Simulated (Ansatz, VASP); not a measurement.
# Cross-check of Rb3TeBr (antiperovskite type (invented)) between VASP and Ansatz, part 3 of 3

One calculation is typed for both programs; each brings its own data sets. How far apart do they land? The cell is generated by rule, not measured, and may not be a known phase. The cell is taken from a series of runs on this material, whose earlier steps may have relaxed, scaled, displaced or heated it; both programs get it as it stands.

VASP 6.6.1 and Ansatz 0.2.0.

So far: The starting structure; Ansatz: zone-centre phonons, PBE; VASP: zone-centre phonons, PBE.

### Step 3. VASP: zone-centre phonons, PBE (continued)

Level of this step: PBE; plane waves and PAW (Br, Te, Rb_sv); invented cell (VASP).

Numbers of over 12 decimals in the logs are rounded to 6 here.

From OUTCAR (step 3):

```text
ion  position               nearest neighbor table
   1  0.000  0.000  0.000-
   2  0.500  0.500  0.500-   3 3.46   4 3.46   5 3.46   3 3.46   4 3.46   5 3.46
   3  0.500  0.500  0.000-   2 3.46   2 3.46   5 4.89   4 4.89   4 4.89   5 4.89   4 4.89   4 4.89
                             5 4.89   5 4.89
   4  0.500  0.000  0.500-   2 3.46   2 3.46   5 4.89   3 4.89   3 4.89   3 4.89   5 4.89   3 4.89
                             5 4.89   5 4.89
   5  0.000  0.500  0.500-   2 3.46   2 3.46   4 4.89   3 4.89   4 4.89   3 4.89   3 4.89   4 4.89
                             3 4.89   4 4.89

  LATTYP: Found a simple cubic cell.
 ALAT       =     6.9164165111

 Subroutine GETGRP returns: Found 48 space group operations
 (whereof 48 operations were pure point group operations)

The static configuration has the point symmetry O_h .

 Found     10 irreducible k-points:

   k-points           NKPTS =     10   k-points in BZ     NKDIM =     10   number of bands    NBANDS=     26

   dimension x,y,z NGX =    50 NGY =   50 NGZ =   50
   dimension x,y,z NGXF=   100 NGYF=  100 NGZF=  100

   ENCUT  =  500.0 eV  36.75 Ry    6.06 a.u.  12.61 12.61 12.61*2*pi/ulx,y,z

   NELECT =      40.0000    total number of electrons

 k-points in reciprocal lattice and weights: Automatic mesh
   0.00000000  0.00000000  0.00000000       0.016
   0.25000000  0.00000000  0.00000000       0.094
   0.50000000  0.00000000  0.00000000       0.047
   0.25000000  0.25000000  0.00000000       0.188
   0.50000000  0.25000000  0.00000000       0.188
   0.50000000  0.50000000  0.00000000       0.047
   0.25000000  0.25000000  0.25000000       0.125
   0.50000000  0.25000000  0.25000000       0.188
   0.50000000  0.50000000  0.25000000       0.094
   0.50000000  0.50000000  0.50000000       0.016

 average (electrostatic) potential at core
       1 -64.9559       2 -93.0180       3 -40.2573       4 -40.2573       5 -40.2573

  Total        0.0076781      0.0076781      0.0076781      0.0000000      0.0000000      0.0000000
  in kB        0.0371812      0.0371812      0.0371812      0.0000000      0.0000000      0.0000000
  external PRESSURE =       0.0371812 kB  Pullay stress =       0.0000000 kB

  energy-cutoff  :      500.00
  volume of cell :      330.86
      direct lattice vectors                 reciprocal lattice vectors
     6.916416511  0.000000000  0.000000000     0.144583542  0.000000000  0.000000000
     0.000000000  6.916416511  0.000000000     0.000000000  0.144583542  0.000000000
     0.000000000  0.000000000  6.916416511     0.000000000  0.000000000  0.144583542

 POSITION                                       TOTAL-FORCE (eV/Angst)
 -----------------------------------------------------------------------------------
      0.00000      0.00000      0.00000         0.000000      0.000000      0.000000
      3.45821      3.45821      3.45821         0.000000      0.000000      0.000000
      3.45821      3.45821      0.00000         0.000000      0.000000      0.000000
      3.45821      0.00000      3.45821         0.000000      0.000000      0.000000
      0.00000      3.45821      3.45821         0.000000      0.000000      0.000000
 -----------------------------------------------------------------------------------
    total drift:                                0.000000     -0.000000      0.000000

[...]
2     0.00000     1.46815     0.00000
    3    -0.00000     0.00000     0.90022
 ion    5
    1     1.46815     0.00000    -0.00000
    2     0.00000     0.90022     0.00000
    3    -0.00000    -0.00000     0.90022

 Eigenvectors and eigenvalues of the dynamical matrix
 ----------------------------------------------------

   1 f  =    3.665954 THz    23.033867 2PiTHz  122.283054 cm-1    15.161160 meV
             X         Y         Z           dx          dy          dz
      0.000000  0.000000  0.000000     0.000448    0.006076   -0.000000
      3.458208  3.458208  3.458208     0.043161    0.584815   -0.000000
      3.458208  3.458208  0.000000     0.003120    0.042271   -0.000000
      3.458208  0.000000  3.458208     0.003120   -0.805583   -0.000000
      0.000000  3.458208  3.458208    -0.059454    0.042271   -0.000000

   2 f  =    3.665954 THz    23.033867 2PiTHz  122.283054 cm-1    15.161160 meV
             X         Y         Z           dx          dy          dz
      0.000000  0.000000  0.000000     0.006076   -0.000448   -0.000000
      3.458208  3.458208  3.458208     0.584815   -0.043161    0.000000
      3.458208  3.458208  0.000000     0.042271   -0.003120   -0.000000
      3.458208  0.000000  3.458208     0.042271    0.059454    0.000000
      0.000000  3.458208  3.458208    -0.805583   -0.003120    0.000000

   3 f  =    3.665954 THz    23.033867 2PiTHz  122.283054 cm-1    15.161160 meV
             X         Y         Z           dx          dy          dz
      0.000000  0.000000  0.000000    -0.000000   -0.000000    0.006093
      3.458208  3.458208  3.458208    -0.000000    0.000000    0.586405
      3.458208  3.458208  0.000000    -0.000000    0.000000   -0.807774
      3.458208  0.000000  3.458208    -0.000000   -0.000000    0.042386
      0.000000  3.458208  3.458208     0.000000   -0.000000    0.042386

   4 f  =    1.286167 THz     8.081228 2PiTHz   42.901926 cm-1     5.319159 meV
             X         Y         Z           dx          dy          dz
      0.000000  0.000000  0.000000     0.206993   -0.428043   -0.002890
      3.458208  3.458208  3.458208    -0.264269    0.546485    0.003690
      3.458208  3.458208  0.000000     0.152414   -0.315178    0.002434
      3.458208  0.000000  3.458208     0.152414    0.360418   -0.002128
      0.000000  3.458208  3.458208    -0.174290   -0.315178   -0.002128

   5 f  =    1.286167 THz     8.081228 2PiTHz   42.901926 cm-1     5.319159 meV
             X         Y         Z           dx          dy          dz
      0.000000  0.000000  0.000000     0.428051    0.206996    0.000022
      3.458208  3.458208  3.458208    -0.546495   -0.264274   -0.000028
      3.458208  3.458208  0.000000     0.315184    0.152416   -0.000018
      3.458208  0.000000  3.458208     0.315184   -0.174293    0.000016
      0.000000  3.458208  3.458208    -0.360424    0.152416    0.000016

   6 f  =    1.286167 THz     8.081228 2PiTHz   42.901926 cm-1     5.319159 meV
             X         Y         Z           dx          dy          dz
      0.000000  0.000000  0.000000     0.001239   -0.002611    0.475465
      3.458208  3.458208  3.458208    -0.001581    0.003334   -0.607029
      3.458208  3.458208  0.000000     0.000912   -0.001923   -0.400347
      3.458208  0.000000  3.458208     0.000912    0.002199    0.350096
      0.000000  3.458208  3.458208    -0.001043   -0.001923    0.350096

   7 f  =    0.006620 THz     0.041595 2PiTHz    0.220823 cm-1     0.027379 meV
             X         Y         Z           dx          dy          dz
      0.000000  0.000000  0.000000     0.011662   -0.418335   -0.015312
      3.458208  3.458208  3.458208     0.014762   -0.529519   -0.019382
      3.458208  3.458208  0.000000     0.011762   -0.421906   -0.015807
      3.458208  0.000000  3.458208     0.011762   -0.431838   -0.015443
      0.000000  3.458208  3.458208     0.012038   -0.421906   -0.015443

   8 f  =    0.006620 THz     0.041595 2PiTHz    0.220823 cm-1     0.027379 meV
             X         Y         Z           dx          dy          dz
      0.000000  0.000000  0.000000     0.416011    0.009876    0.047035
      3.458208  3.458208  3.458208     0.526577    0.012500    0.059536
      3.458208  3.458208  0.000000     0.419561    0.009960    0.048553
      3.458208  0.000000  3.458208     0.419561    0.010194    0.047436
      0.000000  3.458208  3.458208     0.429438    0.009960    0.047436

   9 f  =    0.006620 THz     0.041595 2PiTHz    0.220823 cm-1     0.027379 meV
             X         Y         Z           dx          dy          dz
      0.000000  0.000000  0.000000     0.046624    0.016521   -0.415846
      3.458208  3.458208  3.458208     0.059016    0.020912   -0.526369
      3.458208  3.458208  0.000000     0.047022    0.016662   -0.429268
      3.458208  0.000000  3.458208     0.047022    0.017054   -0.419395
      0.000000  3.458208  3.458208     0.048129    0.016662   -0.419395

  10 f/i=    0.732896 THz     4.604922 2PiTHz   24.446783 cm-1     3.031013 meV
             X         Y         Z           dx          dy          dz
      0.000000  0.000000  0.000000     0.000000    0.000000   -0.000000
      3.458208  3.458208  3.458208    -0.000000    0.000000   -0.000000
      3.458208  3.458208  0.000000    -0.184705    0.682178   -0.000000
      3.458208  0.000000  3.458208     0.184705    0.000000    0.022735
      0.000000  3.458208  3.458208    -0.000000   -0.682178   -0.022735

  11 f/i=    0.732896 THz     4.604922 2PiTHz   24.446783 cm-1     3.031013 meV
             X         Y         Z           dx          dy          dz
      0.000000  0.000000  0.000000    -0.000000   -0.000000   -0.000000
      3.458208  3.458208  3.458208    -0.000000    0.000000    0.000000
      3.458208  3.458208  0.000000    -0.005370    0.022099    0.000000
      3.458208  0.000000  3.458208     0.005370    0.000000   -0.706741
      0.000000  3.458208  3.458208    -0.000000   -0.022099    0.706741

  12 f/i=    0.732896 THz     4.604922 2PiTHz   24.446783 cm-1     3.031013 meV
             X         Y         Z           dx          dy          dz
      0.000000  0.000000  0.000000     0.000000   -0.000000   -0.000000
      3.458208  3.458208  3.458208     0.000000   -0.000000    0.000000
      3.458208  3.458208  0.000000    -0.682536   -0.184782    0.000000
      3.458208  0.000000  3.458208     0.682536   -0.000000   -0.000592
      0.000000  3.458208  3.458208     0.000000    0.184782    0.000592

  13 f/i=    1.250567 THz     7.857544 2PiTHz   41.714425 cm-1     5.171927 meV
             X         Y         Z           dx          dy          dz
      0.000000  0.000000  0.000000    -0.002219    0.003098   -0.773627
      3.458208  3.458208  3.458208    -0.000234    0.000326   -0.081527
      3.458208  3.458208  0.000000     0.001274   -0.001779   -0.018412
      3.458208  0.000000  3.458208     0.001274    0.000074    0.444124
      0.000000  3.458208  3.458208    -0.000053   -0.001779    0.444124

  14 f/i=    1.250567 THz     7.857544 2PiTHz   41.714425 cm-1     5.171927 meV
             X         Y         Z           dx          dy          dz
      0.000000  0.000000  0.000000    -0.457341    0.623969    0.003811
      3.458208  3.458208  3.458208    -0.048196    0.065756    0.000402
      3.458208  3.458208  0.000000     0.262550   -0.358208    0.000091
      3.458208  0.000000  3.458208     0.262550    0.014850   -0.002188
      0.000000  3.458208  3.458208    -0.010885   -0.358208   -0.002188

  15 f/i=    1.250567 THz     7.857544 2PiTHz   41.714425 cm-1     5.171927 meV
             X         Y         Z           dx          dy          dz
      0.000000  0.000000  0.000000    -0.623977   -0.457346   -0.000042
      3.458208  3.458208  3.458208    -0.065757   -0.048197   -0.000004
      3.458208  3.458208  0.000000     0.358213    0.262553   -0.000001
      3.458208  0.000000  3.458208     0.358213   -0.010885    0.000024
      0.000000  3.458208  3.458208    -0.014851    0.262553    0.000024

 MACROSCOPIC STATIC DIELECTRIC TENSOR IONIC CONTRIBUTION
 ------------------------------------------------------
           0.634806    -0.000000     0.000000
          -0.000000     0.634806    -0.000000
           0.000000    -0.000000     0.634806
 ------------------------------------------------------

 ELASTIC MODULI CONTR FROM IONIC RELAXATION (kBar)
 Direction    XX          YY          ZZ          XY          YZ          ZX
 --------------------------------------------------------------------------------
 XX           0.0000      0.0000      0.0000      0.0000      0.0000      0.0000
 YY           0.0000      0.0000      0.0000      0.0000      0.0000      0.0000
 ZZ           0.0000      0.0000      0.0000      0.0000      0.0000      0.0000
 XY           0.0000      0.0000      0.0000      0.0000      0.0000      0.0000
 YZ           0.0000      0.0000      0.0000      0.0000      0.0000      0.0000
 ZX           0.0000      0.0000      0.0000      0.0000      0.0000      0.0000
 --------------------------------------------------------------------------------

 PIEZOELECTRIC TENSOR IONIC CONTR  for field in x, y, z        (C/m^2)
          XX          YY          ZZ          XY          YZ          ZX
  --------------------------------------------------------------------------------
  x     0.00000     0.00000     0.00000     0.00000     0.00000     0.00000
  y     0.00000     0.00000     0.00000     0.00000     0.00000     0.00000
  z     0.00000     0.00000     0.00000     0.00000     0.00000     0.00000
```

With imaginary modes the cell is no minimum, so the ionic parts of its dielectric, piezoelectric and elastic tensors have no meaning.

### Step 4. Comparison

Known differences besides the potentials themselves: fixed occupations in Ansatz, narrow Gaussian smearing in VASP; VASP's response is taken on the typed mesh, Ansatz refines its own for the field response alone; the data sets hold 50 valence electrons in Ansatz (on its default PAW (the set named soft_2) files) and 40 in VASP; the cutoff is 420 eV in Ansatz and 500 eV in VASP. Total energies have different zeros and are not compared.

Both answers:

```
                                                   quantity  Ansatz   VASP  difference
                                                      ε∞ xx    2.63   2.67     -1.40 %
                                                      ε∞ yy    2.63   2.67     -1.40 %
                                                      ε∞ zz    2.63   2.67     -1.40 %
              Born charge of Br1 (mean of the diagonal) (e)   -1.35  -1.35        0.00
              Born charge of Te2 (mean of the diagonal) (e)   -1.91  -1.92       +0.01
              Born charge of Rb3 (mean of the diagonal) (e)    1.09   1.09        0.00
optical mode 1 to 3 (imaginary, printed as negative) (cm⁻¹)   -42.5  -41.7        -0.8
optical mode 4 to 6 (imaginary, printed as negative) (cm⁻¹)   -24.4  -24.4         0.0
                                 optical mode 7 to 9 (cm⁻¹)    42.8   42.9        -0.1
                               optical mode 10 to 12 (cm⁻¹)   121.8  122.3     -0.37 %
```

Modes are paired by rising frequency, not by their patterns, so a pair may set unlike modes beside each other; they are those without the splitting of longitudinal modes.

### Step 5. Outcome

| Property | Result |
| --- | --- |
| r.m.s. difference of the optical zone-centre modes, each program's sorted by frequency (zone-centre phonons, PBE) | 0.47 cm⁻¹ |
| difference in ε∞ xx (zone-centre phonons, PBE) | -1.4 % |

What this shows: The r.m.s. difference of the optical zone-centre modes, each program's sorted by frequency is 0.47 cm⁻¹ (zone-centre phonons, PBE). The data sets hold unlike numbers of valence electrons (50 in Ansatz and 40 in VASP), so part of the differences comes from the potentials. Among the rows given in per cent, the largest difference of the zone-centre phonons, PBE pair is in ε∞ xx, -1.4 %. 2 further runs of this series are not shown here. How closely two codes agree says nothing of how well the functional describes the real material.

[Lines on the potential files, build, host, timing and source positions are cut from VASP's logs without a mark.]

[Logs are printed without paths, hosts, clocks, repeated set-up lines and the standing remarks that a program may print on its own settings, such as how far it seeks lower states.]

[Hosts, paths, dates, database ids (printed as entryN), source tags and the programs' standing remarks are cut or masked in the printed files.]
